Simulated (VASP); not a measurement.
Level of theory: PBEsol GGA, VASP's PBE PAW potentials (set 64) (plane waves; VASP).

The input files of a VASP run:

**KPOINTS**
```
Automatic mesh
0
Gamma
14 14 14
0 0 0
```

**POSCAR**
```
CoSi
5.0241370
  0.0000000000   0.5000000261   0.5000000261
  0.5000000261   0.0000000000   0.5000000261
  0.5000000261   0.5000000261   0.0000000000
Co Si
1 1
Cartesian
  0.0000000000   0.0000000000   0.0000000000
  0.2500000131   0.2500000131   0.2500000131
```

**INCAR**
```
ALGO = Normal
EDIFF = 1E-7
ENCUT = 400
GGA = PS
ISIF = 2
ISMEAR = -5
LASPH = T
LCHARG = T
LMAXMIX = 4
LORBIT = 11
LREAL = F
LWAVE = F
NEDOS = 601
NELM = 100
PREC = Accurate
SYSTEM = CoSi
```

POTCAR, in this order: Co Si (PBE.64 set). Program: vasp_std.

Output

### OUTCAR
```
 ion  position               nearest neighbor table
   1  0.000  0.000  0.000-   2 2.18   2 2.18   2 2.18   2 2.18
   2  0.250  0.250  0.250-   1 2.18   1 2.18   1 2.18   1 2.18
  LATTYP: Found a face centered cubic cell.
 ALAT       =     5.0241372624
 Subroutine PRICEL returns:
 Original cell was already a primitive cell.
 Subroutine GETGRP returns: Found 24 space group operations
The static configuration has the point symmetry T_d .
The dynamic configuration has the point symmetry T_d .
 Subroutine INISYM returns: Found 24 space group operations
 Subroutine IBZKPT returns following result:
 Found    104 irreducible k-points:

 Following reciprocal coordinates:
            Coordinates               Weight
  0.000000  0.000000  0.000000      1.000000
  0.071429  0.000000  0.000000      8.000000
  0.142857  0.000000  0.000000      8.000000
  0.214286  0.000000  0.000000      8.000000
  0.285714  0.000000  0.000000      8.000000
  0.357143  0.000000  0.000000      8.000000
  0.428571  0.000000  0.000000      8.000000
  0.500000  0.000000  0.000000      4.000000
  0.071429  0.071429  0.000000      6.000000
  0.142857  0.071429  0.000000     24.000000
  0.214286  0.071429  0.000000     24.000000
  0.285714  0.071429  0.000000     24.000000
  0.357143  0.071429  0.000000     24.000000
  0.428571  0.071429  0.000000     24.000000
  0.500000  0.071429  0.000000     24.000000
 -0.428571  0.071429  0.000000     24.000000
 -0.357143  0.071429  0.000000     24.000000
 -0.285714  0.071429  0.000000     24.000000
 -0.214286  0.071429  0.000000     24.000000
 -0.142857  0.071429  0.000000     24.000000
 -0.071429  0.071429  0.000000     12.000000
  0.142857  0.142857  0.000000      6.000000
  0.214286  0.142857  0.000000     24.000000
  0.285714  0.142857  0.000000     24.000000
...
```

File OSZICAR:
```
       N       E                     dE             d eps       ncg     rms          rms(c)
DAV:   1     0.414459743077E+02    0.41446E+02   -0.46940E+03  2088   0.100E+03
DAV:   2    -0.120736093121E+02   -0.53520E+02   -0.51002E+02  2092   0.197E+02
DAV:   3    -0.140934391213E+02   -0.20198E+01   -0.19766E+01  2394   0.473E+01
DAV:   4    -0.141413321662E+02   -0.47893E-01   -0.47866E-01  2480   0.741E+00
DAV:   5    -0.141429222386E+02   -0.15901E-02   -0.15906E-02  2504   0.136E+00    0.126E+01
DAV:   6    -0.189014466838E+02   -0.47585E+01   -0.82023E+01  2226   0.142E+02    0.200E+01
DAV:   7    -0.126996910853E+02    0.62018E+01   -0.31199E+01  2310   0.976E+01    0.271E+00
DAV:   8    -0.127332727705E+02   -0.33582E-01   -0.74543E-01  2426   0.792E+00    0.155E+00
DAV:   9    -0.127192901873E+02    0.13983E-01   -0.55621E-02  2712   0.350E+00    0.460E-01
DAV:  10    -0.127181216997E+02    0.11685E-02   -0.45080E-03  2668   0.787E-01    0.116E-01
DAV:  11    -0.127181223094E+02   -0.60967E-06   -0.18166E-04  2396   0.155E-01    0.684E-02
DAV:  12    -0.127181026843E+02    0.19625E-04   -0.19041E-04  3114   0.160E-01    0.235E-02
DAV:  13    -0.127181022012E+02    0.48308E-06   -0.15892E-05  3012   0.539E-02    0.452E-03
DAV:  14    -0.127181023283E+02   -0.12711E-06   -0.24884E-07  2200   0.413E-03    0.140E-03
DAV:  15    -0.127181023850E+02   -0.56684E-07   -0.26079E-08  1150   0.177E-03
   1 F= -.12718102E+02 E0= -.12718102E+02  d E =0.000000E+00
```

### OUTCAR
```
------------------------ aborting loop because EDIFF is reached ----------------------------------------
  FORCE on cell =-STRESS in cart. coord.  units (eV):
  Direction    XX          YY          ZZ          XY          YZ          ZX
  --------------------------------------------------------------------------------------
  Total        0.0013741      0.0013741      0.0013741     -0.0000000      0.0000000     -0.0000000
  in kB        0.0694406      0.0694406      0.0694406     -0.0000000      0.0000000     -0.0000000
  external PRESSURE =       0.0694406 kB  Pullay stress =       0.0000000 kB
  volume of cell :       31.70
      direct lattice vectors                 reciprocal lattice vectors
     0.000000000  2.512068631  2.512068631    -0.199039148  0.199039148  0.199039148
     2.512068631  0.000000000  2.512068631     0.199039148 -0.199039148  0.199039148
     2.512068631  2.512068631  0.000000000     0.199039148  0.199039148 -0.199039148
 POSITION                                       TOTAL-FORCE (eV/Angst)
 -----------------------------------------------------------------------------------
      0.00000      0.00000      0.00000         0.000000      0.000000      0.000000
      1.25603      1.25603      1.25603        -0.000000     -0.000000     -0.000000
 -----------------------------------------------------------------------------------
    total drift:                                0.000002      0.000002      0.000002
  FREE ENERGIE OF THE ION-ELECTRON SYSTEM (eV)
  ---------------------------------------------------
  free  energy   TOTEN  =       -12.7181023850 eV

  energy  without entropy=      -12.7181023850  energy(sigma->0) =      -12.71810239

 total charge

# of ion       s       p       d       tot
------------------------------------------
    1        0.549   0.405   7.580   8.535
    2        0.828   0.866   0.000   1.695
--------------------------------------------------
tot          1.378   1.271   7.580  10.230
```
(Selected blocks of OUTCAR.)

For a metal the tetrahedron method with Blöchl corrections gives inexact stress and forces.

The structure was generated: CoSi was put into the zinc blende type (F-43m), which need not be its known phase. It was relaxed first, which changed the volume by -23 %. The run is not spin-polarised, so no magnetic state was tried. The electron count is odd and the run is not spin-polarised, which forces a metal.
